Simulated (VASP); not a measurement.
Calculation: PBE GGA, VASP's PBE PAW potentials (set 64) (plane waves; VASP).

Input for VASP

### INCAR
```
# general
SYSTEM  = MoSe
PREC    = Accurate
ENCUT   = 400
LREAL   = .False.
LASPH   = .True.

# electronic loop
EDIFF   = 1E-6
NELM    = 100
ALGO    = Normal
LMAXMIX = 4

# smearing
ISMEAR  = 1
SIGMA   = 0.1

# functional
GGA     = PE

# ions
IBRION  = 2
NSW     = 60
ISIF    = 3
EDIFFG  = -0.02

# output
LWAVE   = .False.
LCHARG  = .False.
```

### KPOINTS
```
Automatic mesh
0
Gamma
9 9 4
0 0 0
```

POSCAR:
```
MoSe
1.0
  3.4220575150   0.0000000000   0.0000000000
 -1.7110287575   2.9635885260   0.0000000000
  0.0000000000   0.0000000000   6.7094240876
Mo Se
2 2
Direct
  0.0000000000   0.0000000000   0.0000000000
  0.0000000000   0.0000000000   0.5000000000
  0.3333330000   0.6666670000   0.2500000000
  0.6666670000   0.3333330000   0.7500000000
```

POTCAR, in this order: Mo_sv Se (PBE.64 set). Program: vasp_std.

Output of the run:

OSZICAR:
```
...
DAV:   2    -0.285658020024E+02    0.11181E-01   -0.39772E-02  1784   0.136E+00    0.253E-01
DAV:   3    -0.285643789434E+02    0.14231E-02   -0.48807E-03  2144   0.398E-01    0.936E-02
DAV:   4    -0.285643528345E+02    0.26109E-04   -0.21901E-04  1968   0.911E-02    0.522E-02
DAV:   5    -0.285643533717E+02   -0.53729E-06   -0.22958E-05  2064   0.284E-02    0.117E-02
DAV:   6    -0.285643527011E+02    0.67062E-06   -0.30904E-06  1520   0.112E-02
  14 F= -.28564353E+02 E0= -.28563872E+02  d E =-.868457E-03
       N       E                     dE             d eps       ncg     rms          rms(c)
DAV:   1    -0.285644390473E+02   -0.85676E-04   -0.16123E-03  1768   0.335E-01    0.396E-02
DAV:   2    -0.285644090495E+02    0.29998E-04   -0.96543E-05  1776   0.641E-02    0.141E-02
DAV:   3    -0.285644048354E+02    0.42141E-05   -0.16097E-05  2120   0.229E-02    0.500E-03
DAV:   4    -0.285644049432E+02   -0.10783E-06   -0.34578E-07   936   0.372E-03
  15 F= -.28564405E+02 E0= -.28563952E+02  d E =-.522421E-04
       N       E                     dE             d eps       ncg     rms          rms(c)
DAV:   1    -0.285648504429E+02   -0.44561E-03   -0.14349E-02  1776   0.999E-01    0.117E-01
DAV:   2    -0.285645879179E+02    0.26253E-03   -0.84857E-04  1800   0.190E-01    0.419E-02
DAV:   3    -0.285645507467E+02    0.37171E-04   -0.14321E-04  2120   0.682E-02    0.149E-02
DAV:   4    -0.285645510116E+02   -0.26489E-06   -0.33748E-06  1592   0.112E-02
  16 F= -.28564551E+02 E0= -.28564178E+02  d E =-.198310E-03
       N       E                     dE             d eps       ncg     rms          rms(c)
DAV:   1    -0.285659941822E+02   -0.14434E-02   -0.57367E-02  1776   0.200E+00    0.235E-01
DAV:   2    -0.285649414248E+02    0.10528E-02   -0.33828E-03  1792   0.379E-01    0.845E-02
DAV:   3    -0.285647886839E+02    0.15274E-03   -0.59245E-04  2136   0.139E-01    0.298E-02
DAV:   4    -0.285647891357E+02   -0.45178E-06   -0.13602E-05  1632   0.226E-02    0.143E-02
DAV:   5    -0.285647897389E+02   -0.60327E-06   -0.20870E-06  1400   0.906E-03
  17 F= -.28564790E+02 E0= -.28564564E+02  d E =-.437038E-03
       N       E                     dE             d eps       ncg     rms          rms(c)
DAV:   1    -0.285698740116E+02   -0.50849E-02   -0.23017E-01  1768   0.400E+00    0.471E-01
DAV:   2    -0.285656459375E+02    0.42281E-02   -0.13597E-02  1776   0.756E-01    0.171E-01
DAV:   3    -0.285650051680E+02    0.64077E-03   -0.25110E-03  2128   0.285E-01    0.591E-02
DAV:   4    -0.285650058016E+02   -0.63358E-06   -0.56268E-05  1904   0.458E-02    0.283E-02
DAV:   5    -0.285650070575E+02   -0.12559E-05   -0.83641E-06  1864   0.161E-02    0.554E-03
DAV:   6    -0.285650073869E+02   -0.32942E-06   -0.41976E-07   920   0.542E-03
  18 F= -.28565007E+02 E0= -.28565041E+02  d E =-.654686E-03
       N       E                     dE             d eps       ncg     rms          rms(c)
DAV:   1    -0.285652939326E+02   -0.28688E-03   -0.54012E-04  1744   0.209E-01    0.378E-02
DAV:   2    -0.285652793888E+02    0.14544E-04   -0.76730E-05  1832   0.628E-02    0.803E-03
DAV:   3    -0.285652776016E+02    0.17872E-05   -0.36756E-06  1696   0.110E-02    0.354E-03
DAV:   4    -0.285652769662E+02    0.63542E-06   -0.10272E-06   896   0.736E-03
  19 F= -.28565277E+02 E0= -.28565320E+02  d E =-.269579E-03
       N       E                     dE             d eps       ncg     rms          rms(c)
DAV:   1    -0.285662172727E+02   -0.93967E-03   -0.48542E-03  1728   0.625E-01    0.114E-01
DAV:   2    -0.285660820196E+02    0.13525E-03   -0.69631E-04  1824   0.189E-01    0.243E-02
DAV:   3    -0.285660680314E+02    0.13988E-04   -0.34776E-05  2304   0.334E-02    0.108E-02
DAV:   4    -0.285660649913E+02    0.30401E-05   -0.93686E-06  1776   0.211E-02    0.524E-03
DAV:   5    -0.285660641249E+02    0.86639E-06   -0.25694E-07   888   0.379E-03
  20 F= -.28566064E+02 E0= -.28566134E+02  d E =-.105674E-02
       N       E                     dE             d eps       ncg     rms          rms(c)
DAV:   1    -0.285681554613E+02   -0.20905E-02   -0.19423E-02  1728   0.125E+00    0.227E-01
DAV:   2    -0.285676111120E+02    0.54435E-03   -0.28237E-03  1824   0.378E-01    0.487E-02
DAV:   3    -0.285675570577E+02    0.54054E-04   -0.14055E-04  2304   0.668E-02    0.216E-02
DAV:   4    -0.285675473629E+02    0.96948E-05   -0.37711E-05  1864   0.424E-02    0.103E-02
DAV:   5    -0.285675459502E+02    0.14127E-05   -0.10642E-06  1168   0.746E-03    0.307E-03
DAV:   6    -0.285675451027E+02    0.84748E-06   -0.27591E-07   864   0.357E-03
  21 F= -.28567545E+02 E0= -.28567668E+02  d E =-.253772E-02
       N       E                     dE             d eps       ncg     rms          rms(c)
DAV:   1    -0.285725778240E+02   -0.50319E-02   -0.77658E-02  1728   0.250E+00    0.452E-01
DAV:   2    -0.285703894782E+02    0.21883E-02   -0.11452E-02  1832   0.759E-01    0.977E-02
DAV:   3    -0.285701748184E+02    0.21466E-03   -0.58122E-04  2304   0.134E-01    0.435E-02
DAV:   4    -0.285701404361E+02    0.34382E-04   -0.15354E-04  1864   0.858E-02    0.204E-02
DAV:   5    -0.285701387674E+02    0.16688E-05   -0.45678E-06  1904   0.148E-02    0.627E-03
DAV:   6    -0.285701370928E+02    0.16746E-05   -0.11771E-06   896   0.666E-03    0.118E-03
DAV:   7    -0.285701370880E+02    0.48121E-08   -0.27076E-07   872   0.312E-03
  22 F= -.28570137E+02 E0= -.28570368E+02  d E =-.512970E-02
       N       E                     dE             d eps       ncg     rms          rms(c)
DAV:   1    -0.285836087845E+02   -0.13472E-01   -0.30964E-01  1728   0.499E+00    0.894E-01
DAV:   2    -0.285748448488E+02    0.87639E-02   -0.46632E-02  1840   0.152E+00    0.196E-01
DAV:   3    -0.285739777427E+02    0.86711E-03   -0.24626E-03  2272   0.269E-01    0.881E-02
DAV:   4    -0.285738473361E+02    0.13041E-03   -0.63736E-04  1888   0.175E-01    0.402E-02
DAV:   5    -0.285738488157E+02   -0.14796E-05   -0.19159E-05  2112   0.297E-02    0.126E-02
DAV:   6    -0.285738456281E+02    0.31876E-05   -0.51602E-06  1616   0.112E-02    0.207E-03
DAV:   7    -0.285738455695E+02    0.58622E-07   -0.22303E-07   880   0.342E-03
  23 F= -.28573846E+02 E0= -.28574297E+02  d E =-.883818E-02
       N       E                     dE             d eps       ncg     rms          rms(c)
DAV:   1    -0.286145309722E+02   -0.40685E-01   -0.12304E+00  1728   0.993E+00    0.175E+00
DAV:   2    -0.285795366757E+02    0.34994E-01   -0.19107E-01  1840   0.306E+00    0.396E-01
DAV:   3    -0.285760073548E+02    0.35293E-02   -0.10518E-02  2264   0.544E-01    0.180E-01
DAV:   4    -0.285754933383E+02    0.51402E-03   -0.26473E-03  1888   0.357E-01    0.780E-02
DAV:   5    -0.285755155490E+02   -0.22211E-04   -0.78191E-05  2120   0.590E-02    0.253E-02
DAV:   6    -0.285755099094E+02    0.56396E-05   -0.20442E-05  1960   0.222E-02    0.414E-03
DAV:   7    -0.285755098076E+02    0.10186E-06   -0.75201E-07   944   0.598E-03
  24 F= -.28575510E+02 E0= -.28576363E+02  d E =-.105024E-01
       N       E                     dE             d eps       ncg     rms          rms(c)
DAV:   1    -0.285790751694E+02   -0.35653E-02   -0.10482E-01  1728   0.289E+00    0.518E-01
DAV:   2    -0.285760969353E+02    0.29782E-02   -0.15343E-02  1840   0.876E-01    0.115E-01
DAV:   3    -0.285758092753E+02    0.28766E-03   -0.81521E-04  2304   0.156E-01    0.502E-02
DAV:   4    -0.285757730589E+02    0.36216E-04   -0.21503E-04  1888   0.102E-01    0.240E-02
DAV:   5    -0.285757811263E+02   -0.80674E-05   -0.56554E-06  2048   0.165E-02    0.684E-03
DAV:   6    -0.285757831626E+02   -0.20363E-05   -0.13254E-06   968   0.647E-03    0.119E-03
DAV:   7    -0.285757831994E+02   -0.36814E-07   -0.24100E-07   880   0.300E-03
  25 F= -.28575783E+02 E0= -.28576532E+02  d E =-.107758E-01
```

### OUTCAR
```
------------------------ aborting loop because EDIFF is reached ----------------------------------------
  FORCE on cell =-STRESS in cart. coord.  units (eV):
  Direction    XX          YY          ZZ          XY          YZ          ZX
  --------------------------------------------------------------------------------------
  Total        0.0643360      0.0643360     -0.0143716      0.0000000     -0.0000000      0.0000000
  in kB        1.5455223      1.5455221     -0.3452448      0.0000000     -0.0000000      0.0000000
  external PRESSURE =       0.9152665 kB  Pullay stress =       0.0000000 kB
  volume of cell :       66.69
      direct lattice vectors                 reciprocal lattice vectors
     3.275731772  0.000000000  0.000000000     0.305275300  0.176250788 -0.000000000
    -1.637865886  2.836866743  0.000000000    -0.000000000  0.352501577 -0.000000000
     0.000000000  0.000000000  7.176990497     0.000000000 -0.000000000  0.139334168
 POSITION                                       TOTAL-FORCE (eV/Angst)
 -----------------------------------------------------------------------------------
      0.00000      0.00000      0.00000         0.000000      0.000000      0.000000
      0.00000      0.00000      3.58850         0.000000      0.000000      0.000000
     -0.00000      1.89125      1.79425        -0.000000      0.000000     -0.000000
      1.63787      0.94562      5.38274        -0.000000     -0.000000      0.000000
 -----------------------------------------------------------------------------------
    total drift:                                0.000000     -0.000000     -0.000000
  FREE ENERGIE OF THE ION-ELECTRON SYSTEM (eV)
  ---------------------------------------------------
  free  energy   TOTEN  =       -28.5757831994 eV

  energy  without entropy=      -28.5780297351  energy(sigma->0) =      -28.57653204

 reached required accuracy - stopping structural energy minimisation
```
(Selected blocks of OUTCAR.)

### CONTCAR
```
MoSe
   1.00000000000000
     3.2757317716558130    0.0000000000000000    0.0000000000000000
    -1.6378658858279065    2.8368667425734815    0.0000000000000000
     0.0000000000000000    0.0000000000000000    7.1769904965802498
  Mo              Se
     2     2
Direct
     0.0000000000000000    0.0000000000000000    0.0000000000000000
     0.0000000000000000    0.0000000000000000    0.5000000000000000
     0.3333330000000032    0.6666669999999968    0.2500000000000000
     0.6666669999999968    0.3333330000000032    0.7500000000000000
```

The structure was generated: MoSe was put into the NiAs type type (P6_3/mmc), which need not be its known phase. This run relaxes it. Symmetry was kept, so distortions that lower it aren't found. The start is the result of an earlier pass. VASP warned that the highest band is occupied, so more bands are needed.
